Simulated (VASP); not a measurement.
## A VASP study of NbCd3 (PBEsol): structure first, properties next

Wanted: the relaxed cell of NbCd3 and its properties. The steps: relaxing cell and atoms (PBEsol), single point with fields (PBEsol), band structure (PBEsol), total and projected DOS (PBEsol) and field gradients at the nuclei (PBEsol). The start is a cell from a database of measured crystal structures.

Program: VASP 6.6.1. Level of theory: PBEsol; plane waves and PAW (Nb_sv, Cd). Results are calculated unless marked as measured.

**1. Starting point**

Before any relaxation, the start is as follows. The structure is cubic, space group Pm-3m (No. 221). Conventional cell: a = 4.215 Å, b = 4.215 Å, c = 4.215 Å, α = 90.00°, β = 90.00°, γ = 90.00°. Nearest to Nb lie 12 Cd at 2.98 Å. Cd has 4 Nb at 2.98 Å and 8 Cd at 2.98 Å nearest. Farther neighbours are not listed.

**2. Relaxing cell and atoms (PBEsol)**

The start need not lie at this functional's minimum. ISIF = 3 frees volume, shape and positions, and EDIFFG sets the threshold on forces and stress at which the search stops. PBEsol restores the gradient expansion of exchange and is tuned for the cells of solids.

Input file INCAR:

```
SYSTEM = NbCd3
PREC = Accurate
ENCUT = 400
EDIFF = 1E-06
NELM = 100
ISMEAR = 1
SIGMA = 0.2
LREAL = .FALSE.
ALGO = Normal
GGA = PS
NBANDS = 30
LASPH = .TRUE.
LORBIT = 11
LWAVE = .FALSE.
LCHARG = .FALSE.
KPAR = 4
IBRION = 2
NSW = 60
ISIF = 3
EDIFFG = -0.01
```

Input file POSCAR:

```
NbCd3
1.0
    4.2150000000      0.0000000000      0.0000000000
    0.0000000000      4.2150000000      0.0000000000
    0.0000000000      0.0000000000      4.2150000000
Nb Cd
1 3
Direct
    0.0000000000      0.0000000000      0.0000000000
    0.0000000000      0.5000000000      0.5000000000
    0.5000000000      0.0000000000      0.5000000000
    0.5000000000      0.5000000000      0.0000000000
```

Input file KPOINTS:

```
Automatic mesh
0
Gamma
5 5 5
0 0 0
```

Potentials, in the order of the species: Nb_sv and Cd (PBE family, release 64).

Started as:

```sh
$ mpirun -np 4 vasp_std
```

Output:

```text
[banner, memory and clock lines left out]
running    4 mpi-ranks, on    1 nodes
 distrk:  each k-point on    1 cores,    4 groups
 distr:  one band on    1 cores,    1 groups

 POSCAR found type information on POSCAR NbCd
 POSCAR found :  2 types and       4 ions
|                                                                             |
|               ----> ADVICE to this user running VASP <----                  |
|                                                                             |
|     You enforced a specific xc type in the INCAR file but a different       |
|     [... a line on the potential file left out ...]
|     I HOPE YOU KNOW WHAT YOU ARE DOING!                                     |
|                                                                             |

 LDA part: xc-table for (Slater+PW92), standard interpolation
 POSCAR, INCAR and KPOINTS ok, starting setup
 FFT: planning ... GRIDC
 FFT: planning ... GRID_SOFT
 FFT: planning ... GRID
 WAVECAR not read
 entering main loop
       N       E                     dE             d eps       ncg     rms          rms(c)
DAV:   1     0.397871874746E+03    0.39787E+03   -0.22872E+04   600   0.138E+03
DAV:   2     0.126801143867E+01   -0.39660E+03   -0.38720E+03   666   0.454E+02
DAV:   3    -0.145500333030E+02   -0.15818E+02   -0.15492E+02   886   0.891E+01
DAV:   4    -0.150299910997E+02   -0.47996E+00   -0.47659E+00   834   0.126E+01
DAV:   5    -0.150424556532E+02   -0.12465E-01   -0.12459E-01   844   0.184E+00    0.102E+01
DAV:   6    -0.142099259948E+02    0.83253E+00   -0.22898E+00   810   0.134E+01    0.615E+00
DAV:   7    -0.141137211002E+02    0.96205E-01   -0.29766E-01   758   0.398E+00    0.399E+00
DAV:   8    -0.140923127440E+02    0.21408E-01   -0.94653E-02   798   0.229E+00    0.101E+00
DAV:   9    -0.140894104617E+02    0.29023E-02   -0.87588E-03   830   0.720E-01    0.204E-01
DAV:  10    -0.140894031332E+02    0.73285E-05   -0.90694E-04   746   0.212E-01    0.545E-02
DAV:  11    -0.140893972928E+02    0.58404E-05   -0.49609E-05   832   0.538E-02    0.154E-02
DAV:  12    -0.140893988158E+02   -0.15230E-05   -0.81096E-06   700   0.194E-02    0.853E-03
DAV:  13    -0.140893989921E+02   -0.17627E-06   -0.55169E-07   414   0.609E-03
   1 F= -.14089399E+02 E0= -.14085449E+02  d E =-.140894E+02
 curvature:   0.00 expect dE= 0.000E+00 dE for cont linesearch  0.000E+00
 trial: gam= 0.00000 g(F)=  0.000E+00 g(S)=  0.971E-02 ort = 0.000E+00 (trialstep = 0.100E+01)
 search vector abs. value=  0.971E-02
 bond charge predicted
       N       E                     dE             d eps       ncg     rms          rms(c)
DAV:   1    -0.142990996026E+02   -0.20970E+00   -0.47745E+00   600   0.225E+01    0.341E+00
DAV:   2    -0.141074672347E+02    0.19163E+00   -0.59697E-01   676   0.800E+00    0.117E+00
DAV:   3    -0.140910139592E+02    0.16453E-01   -0.47017E-02   806   0.183E+00    0.928E-01
DAV:   4    -0.140892680262E+02    0.17459E-02   -0.88236E-03   962   0.554E-01    0.303E-01
DAV:   5    -0.140891895350E+02    0.78491E-04   -0.12110E-03   928   0.185E-01    0.160E-01
DAV:   6    -0.140893323497E+02   -0.14281E-03   -0.59633E-04  1028   0.139E-01    0.462E-02
DAV:   7    -0.140893124457E+02    0.19904E-04   -0.97135E-05   978   0.622E-02    0.756E-03
DAV:   8    -0.140893124900E+02   -0.44299E-07   -0.68362E-06   714   0.200E-02
   2 F= -.14089312E+02 E0= -.14085274E+02  d E =0.865021E-04
 trial-energy change:    0.000087  1 .order    0.000118   -0.009712    0.009947
 step:   0.4964(harm=  0.4940)  dis= 0.00000  next Energy=   -14.091813 (dE=-0.241E-02)
 bond charge predicted
       N       E                     dE             d eps       ncg     rms          rms(c)
DAV:   1    -0.141453722847E+02   -0.56060E-01   -0.12054E+00   600   0.112E+01    0.164E+00
DAV:   2    -0.140958621195E+02    0.49510E-01   -0.15295E-01   656   0.414E+00    0.556E-01
DAV:   3    -0.140920075342E+02    0.38546E-02   -0.13426E-02   884   0.935E-01    0.403E-01
DAV:   4    -0.140917004152E+02    0.30712E-03   -0.19670E-03   884   0.245E-01    0.978E-02
DAV:   5    -0.140917737090E+02   -0.73294E-04   -0.54934E-04  1098   0.142E-01    0.596E-02
DAV:   6    -0.140917717404E+02    0.19686E-05   -0.37712E-05   762   0.378E-02    0.371E-02
DAV:   7    -0.140917690300E+02    0.27104E-05   -0.64504E-05   790   0.520E-02    0.552E-03
DAV:   8    -0.140917685023E+02    0.52766E-06   -0.28846E-06   640   0.103E-02
   3 F= -.14091769E+02 E0= -.14087776E+02  d E =-.236951E-02
 curvature:  -0.25 expect dE=-0.229E-05 dE for cont linesearch -0.229E-05
 trial: gam= 0.00000 g(F)=  0.643E-67 g(S)=  0.926E-05 ort =-0.300E-03 (trialstep = 0.899E+00)
 search vector abs. value=  0.926E-05
 reached required accuracy - stopping structural energy minimisation
```

Wall time 7.4 s (4 MPI ranks of Intel Xeon 6975P-C (Granite Rapids), shared host); peak memory 0.62 GiB; 28 s of CPU time.

Lines that name or quote the potential files are left out of all logs, and their timing lines are given in words.

From OUTCAR (step 2):

```text
ion  position               nearest neighbor table
   1  0.000  0.000  0.000-   2 2.98   3 2.98   4 2.98   2 2.98   3 2.98   2 2.98   4 2.98   2 2.98
                             3 2.98   4 2.98   3 2.98   4 2.98
   2  0.000  0.500  0.500-   1 2.98   3 2.98   4 2.98   1 2.98   4 2.98   1 2.98   3 2.98   1 2.98
                             3 2.98   4 2.98   4 2.98   3 2.98
   3  0.500  0.000  0.500-   1 2.98   2 2.98   4 2.98   1 2.98   4 2.98   2 2.98   4 2.98   4 2.98
                             1 2.98   2 2.98   1 2.98   2 2.98
   4  0.500  0.500  0.000-   1 2.98   2 2.98   3 2.98   2 2.98   3 2.98   1 2.98   3 2.98   3 2.98
                             1 2.98   2 2.98   2 2.98   1 2.98

  LATTYP: Found a simple cubic cell.
 ALAT       =     4.2150000000

 Subroutine GETGRP returns: Found 48 space group operations
 (whereof 48 operations were pure point group operations)

The static configuration has the point symmetry O_h .

 Found     10 irreducible k-points:

   k-points           NKPTS =     10   k-points in BZ     NKDIM =     10   number of bands    NBANDS=     30

   dimension x,y,z NGX =    28 NGY =   28 NGZ =   28
   dimension x,y,z NGXF=    56 NGYF=   56 NGZF=   56

   ENCUT  =  400.0 eV  29.40 Ry    5.42 a.u.   6.87  6.87  6.87*2*pi/ulx,y,z

   NELECT =      49.0000    total number of electrons

 k-points in reciprocal lattice and weights: Automatic mesh
   0.00000000  0.00000000  0.00000000       0.008
   0.20000000  0.00000000  0.00000000       0.048
   0.40000000  0.00000000  0.00000000       0.048
   0.20000000  0.20000000  0.00000000       0.096
   0.40000000  0.20000000  0.00000000       0.192
   0.40000000  0.40000000  0.00000000       0.096
   0.20000000  0.20000000  0.20000000       0.064
   0.40000000  0.20000000  0.20000000       0.192
   0.40000000  0.40000000  0.20000000       0.192
   0.40000000  0.40000000  0.40000000       0.064

 average (electrostatic) potential at core
       1 -83.5031       2 -36.5420       3 -36.5420       4 -36.5420

 E-fermi :   4.8463

 k-point     1 :       0.0000    0.0000    0.0000
  band No.  band energies     occupation
    ...
     18      -2.4753      2.00000
     19      -2.4753      2.00000
     20      -2.4753      2.00000
     21       4.0626      2.00000
     22       4.0626      2.00000
     23       5.2056     -0.02914
     24       5.2056     -0.02914
     25       5.2056     -0.02914
     26       6.2696     -0.00000
     27       6.2696     -0.00000
    ...

 k-point     2 :       0.2000    0.0000    0.0000
  band No.  band energies     occupation
    ...
     20      -2.4751      2.00000
     21       2.4153      2.00000
     22       4.0996      2.00000
     23       4.6956      1.95423
     24       4.6956      1.95423
     25       5.5777     -0.00000
     26       6.2411     -0.00000
     27       7.0865     -0.00000
     28       7.0865     -0.00000
     29       9.6075      0.00000
    ...

 k-point     3 :       0.4000    0.0000    0.0000
  band No.  band energies     occupation
    ...
     20      -1.9450      2.00000
     21       0.0210      2.00000
     22       4.1740      2.00002
     23       4.1776      2.00002
     24       4.1776      2.00002
     25       5.9580     -0.00000
     26       6.1955     -0.00000
     27       8.3971     -0.00000
     28       8.6523     -0.00000
     29       8.6523     -0.00000
    ...

  Total       -0.0159955     -0.0159955     -0.0159955      0.0000000      0.0000000     -0.0000000
  in kB       -0.3390641     -0.3390641     -0.3390641      0.0000000      0.0000000     -0.0000000
  external PRESSURE =      -0.3390641 kB  Pullay stress =       0.0000000 kB

  energy-cutoff  :      400.00
  volume of cell :       75.58
      direct lattice vectors                 reciprocal lattice vectors
     4.228073516 -0.000000000 -0.000000000     0.236514336  0.000000000 -0.000000000
    -0.000000000  4.228073516 -0.000000000     0.000000000  0.236514336 -0.000000000
     0.000000000  0.000000000  4.228073516     0.000000000  0.000000000  0.236514336

 POSITION                                       TOTAL-FORCE (eV/Angst)
 -----------------------------------------------------------------------------------
      0.00000      0.00000      0.00000        -0.000000      0.000000      0.000000
      0.00000      2.11404      2.11404        -0.000000      0.000000      0.000000
      2.11404     -0.00000      2.11404         0.000000      0.000000      0.000000
      2.11404      2.11404     -0.00000        -0.000000      0.000000      0.000000
 -----------------------------------------------------------------------------------
    total drift:                                0.000000      0.000000      0.000000

  FREE ENERGIE OF THE ION-ELECTRON SYSTEM (eV)
  ---------------------------------------------------
  free  energy   TOTEN  =       -14.0917685023 eV

  energy  without entropy=      -14.0797916462  energy(sigma->0) =      -14.08777622

 reached required accuracy - stopping structural energy minimisation

 total charge
# of ion       s       p       d       tot
------------------------------------------
    1        2.123   5.966   2.472  10.561
    2        0.550   0.424   9.457  10.430
    3        0.550   0.424   9.457  10.430
    4        0.550   0.424   9.457  10.430
--------------------------------------------------
tot          3.772   7.237  30.843  41.852

[... 3 further parts left out ...]
```

This run has no spin polarisation. Its electron count is odd, so without a moment it is a metal by construction. The k-mesh is coarse for a metal. The PAW data sets were made with PBE, which is usual practice but a small mismatch for other functionals. The run keeps the 48 symmetry operations of its start, so it cannot find a distortion of lower symmetry.

Relaxation path:

```tsv
step	energy less that of the first step (eV)	largest force (eV/Å)	pressure (GPa)	volume (Å³)
1	0.0000	0.0000	1.11	74.88
2	0.0001	0.0000	-1.11	76.30
3	-0.0024	0.0000	-0.03	75.58
```

```tsv
conventional cell, symmetrised	before	after	change
a (Å)	4.215	4.228	+0.3 %
b (Å)	4.215	4.228	+0.3 %
c (Å)	4.215	4.228	+0.3 %
volume (Å³/atom)	18.72	18.90	+0.9 %
```

The relaxed structure:

```
Nb Cd
1.0
     4.22807    0.00000    0.00000
     0.00000    4.22807    0.00000
     0.00000    0.00000    4.22807
Nb Cd
1 3
Direct
  0.00000 0.00000 0.00000
  0.00000 0.50000 0.50000
  0.50000 0.00000 0.50000
  0.50000 0.50000 0.00000
```

Numbers from this step:

```
electrons                       : 49
bands                           : 30
irreducible k-points            : 10
symmetry operations             : 48
free energy (TOTEN)             : -14.09 eV
energy at zero smearing         : -14.09 eV
Fermi energy                    : 4.846 eV
pressure                        : -0.03391 GPa
metallic                        : yes
SCF cycles over all ionic steps : 29
```

It ends with forces that vanish by symmetry and a pressure of -0.03 GPa. The volume lies +0.9 % from that of the database's start.

(Part 1 of 3 ends here.)

[Lines on the potential files, build, host, timing and source positions are cut from VASP's logs without a mark.]

[Logs are printed without paths, hosts, clocks, repeated set-up lines and the standing remarks that a program may print on its own settings, such as how far it seeks lower states.]

[Hosts, paths, dates, database ids (printed as entryN), source tags and the programs' standing remarks are cut or masked in the printed files.]

[A measured line is paired with the nearest computed mode of its activity, which favours agreement.]
